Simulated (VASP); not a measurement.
Wanted: the native input for a VASP 6.6.1 run.

```
Task                   : relaxation of cell and atoms
Functional             : PBE
Potentials or basis    : VASP PAW PBE potentials, release 64 (Zn, S)
Cutoff                 : 520 eV
k mesh                 : 10 × 10 × 10
Occupations            : gaussian, width 0.02 eV
Spin                   : no spin polarisation
Further INCAR settings : ALGO = Normal; EDIFF = 1e-07; IBRION = 2; EDIFFG = -0.15; NSW = 80; ISIF = 3
```

The structure of ZnS lies in POSCAR:

```
ZnS
1.0
    0.0000000000      2.7020000000      2.7020000000
    2.7020000000      0.0000000000      2.7020000000
    2.7020000000      2.7020000000      0.0000000000
Zn S
1 1
Direct
    0.2500000000      0.2500000000      0.2500000000
    0.0000000000      0.0000000000      0.0000000000
```

These files were run (other wordings do the same):

INCAR

```
PREC = Accurate
ENCUT = 520
EDIFF = 1E-7
ISMEAR = 0
SIGMA = 0.02
LREAL = False
LASPH = True
NELM = 80
ALGO = Normal
ISIF = 3
LWAVE = False
LCHARG = False
GGA = PE
IBRION = 2
NSW = 80
EDIFFG = -0.15
```

KPOINTS

```
Automatic mesh
0
Gamma
  10 10 10
```

Potentials or basis: VASP PAW PBE potentials, release 64 (Zn, S).

Launch:

```bash
$ cat potpaw_PBE.64/Zn/POTCAR potpaw_PBE.64/S/POTCAR > POTCAR
$ mpirun -np 1 vasp_std > vasp.out
```

Results of the run:

```yaml
Relaxed_volume: 20.35 Å³/atom
Relaxed_cell: a = 3.861 Å, b = 3.861 Å, c = 3.861 Å, α = 60.00°, β = 60.00°, γ = 60.00°
Space_group_after_relaxing_to_0.05_Å: F-43m (No. 216)
Energy_gained_by_relaxing: 2.3 meV/atom
Ionic_steps: 2
Pressure_after_relaxing: -0.5 GPa
Band_gap_on_the_k_mesh: 1.98 eV, direct
```

Wall time 32 s on 1 thread of Intel(R) Xeon(R) Platinum 8259CL CPU @ 2.50GHz (Skylake/Cascade Lake), with other jobs on the host, peak memory 0.17 GiB.
